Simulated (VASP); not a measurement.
Runs of VASP 6.6.1 on Ag. It takes space group Fm-3m (No. 225, cubic). The conventional cell has a = 4.135 Å, b = 4.135 Å, c = 4.135 Å, α = 90.00°, β = 90.00°, γ = 90.00°. Ag (site symmetry m-3m) is surrounded by 12 Ag at 2.92 Å. 

```csv
task,level,potentials or basis,cell,k mesh,cutoff (eV),mesh quality,gap on the mesh (eV),pressure (GPa),relaxed volume (Å³/atom)
relaxation of cell and atoms,RPBE,"VASP PAW PBE potentials, release 64 (Ag)",relaxed,18 × 18 × 18,600,not flagged,none,0.0,18.64
relaxation of cell and atoms,LDA,"VASP PAW LDA potentials, release 64 (Ag)",relaxed,18 × 18 × 18,600,not flagged,none,0.0,(a)
relaxation of cell and atoms,PBEsol,"VASP PAW PBE potentials, release 64 (Ag)",relaxed,18 × 18 × 18,580,not flagged,none,0.0,16.63
relaxation of cell and atoms,PBEsol,"VASP PAW PBE potentials, release 64 (Ag)",relaxed,18 × 18 × 18,600,not flagged,none,0.0,16.64
single point,PBEsol,"VASP PAW PBE potentials, release 64 (Ag)",as given,18 × 18 × 18,520,not flagged,none,-6.1,-
relaxation of cell and atoms,PBEsol,"VASP PAW PBE potentials, release 64 (Ag)",relaxed,6 × 6 × 6,600,coarse,none,0.0,(b)
relaxation of cell and atoms,PBEsol,"VASP PAW PBE potentials, release 64 (Ag)",relaxed,18 × 18 × 18,480,not flagged,none,0.0,16.64
relaxation of cell and atoms,PBEsol,"VASP PAW PBE potentials, release 64 (Ag)",relaxed,18 × 18 × 18,300,not flagged,none,0.0,16.57
```

Alike in all rows: no spin polarisation; smearing gaussian 0.1 eV.

Problem. Estimate the missing entries.

Solution. (a) 16.04; (b) 16.75.

Caveats: some runs use coarse meshes; the PAW data sets were made with another functional, which shifts forces and pressure a little (some runs); the cutoff is under 1.25 times the usual one of these potentials, so pressure, stress and relaxed cells hold a basis-set (Pulay) error (some runs).

A k mesh can miss the band edges, and the runs leave out spin-orbit coupling on Ag.

A gap of «none» marks a metal or a gap under the smearing width.

Runs at the PBE level aren't shown here.
